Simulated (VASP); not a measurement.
Li:

```xyz
1
Lattice="-1.7547 1.7547 1.7547 1.7547 -1.7547 1.7547 1.7547 1.7547 -1.7547" Properties=species:S:1:pos:R:3 pbc="T T T"
Li    0.0000    0.0000    0.0000
```

| Item | Value |
| --- | --- |
| Program | VASP 6.6.1 |
| Task | relaxation of cell and atoms |
| Functional | PBEsol |
| Potentials or basis | VASP PAW PBE potentials, release 64 (Li_sv) |
| Cutoff | 600 eV |
| k mesh | 18 × 18 × 18 |
| Occupations | methfessel-paxton, width 0.1 eV |
| Spin | no spin polarisation |

At the start: pressure -0.9 GPa; volume 21.61 Å³/atom.

Question: How do energy, volume and symmetry change on relaxing?

Answer: Over 4 steps the energy falls by 5.0 meV/atom and the volume is 19.97 Å³/atom (-7.6 %); space group Im-3m (No. 229, to 0.05 Å).

The path:
```tsv
step	energy change (eV)	largest force (eV/Å)	pressure (GPa)	volume (Å³)
1	0.0000	0.0000	-0.92	21.61
2	-0.0020	0.0000	-0.73	21.22
3	-0.0048	0.0000	-0.18	20.26
4	-0.0050	0.0000	0.01	19.97
```

Final structure:
```cif
data_structure
_symmetry_space_group_name_H-M 'P 1'
_symmetry_Int_Tables_number 1
_cell_length_a 2.9604
_cell_length_b 2.9604
_cell_length_c 2.9604
_cell_angle_alpha 109.471
_cell_angle_beta 109.471
_cell_angle_gamma 109.471
_cell_volume 19.97
loop_
_atom_site_label
_atom_site_type_symbol
_atom_site_fract_x
_atom_site_fract_y
_atom_site_fract_z
_atom_site_occupancy
Li1 Li 0.00000 0.00000 0.00000 1
```

Caveat: the cutoff is under 1.25 times the usual one of these potentials, so pressure, stress and relaxed cells hold a basis-set (Pulay) error; the PAW data sets were made with another functional, which shifts forces and pressure a little.
